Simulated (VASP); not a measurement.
**NiC (relaxed from the CsCl type structure, space group Pm-3m): computed properties**

Level of theory: r2SCAN meta-GGA, VASP's PBE PAW potentials (set 64) (plane waves; VASP).

- space group: Pm-3m (221)
- cell: a = b = c = 2.5115 Å, α = β = γ = 90.00°
- volume per atom: 7.92 Å³/atom
- band gap (over mesh and band path): none (metal, semimetal or under 0.01 eV)
- density: 7.41 g/cm³

```
CELL_PARAMETERS angstrom
      2.51153     0.00000     0.00000
      0.00000     2.51153     0.00000
      0.00000     0.00000     2.51153
ATOMIC_POSITIONS crystal
  Ni 0.00000 0.00000 0.00000
  C  0.50000 0.50000 0.50000
```

The structure was generated: NiC was put into the CsCl type type (Pm-3m), which need not be its known phase. It was relaxed first, which changed the volume by -10 %. Symmetry was kept, so distortions that lower it aren't found.
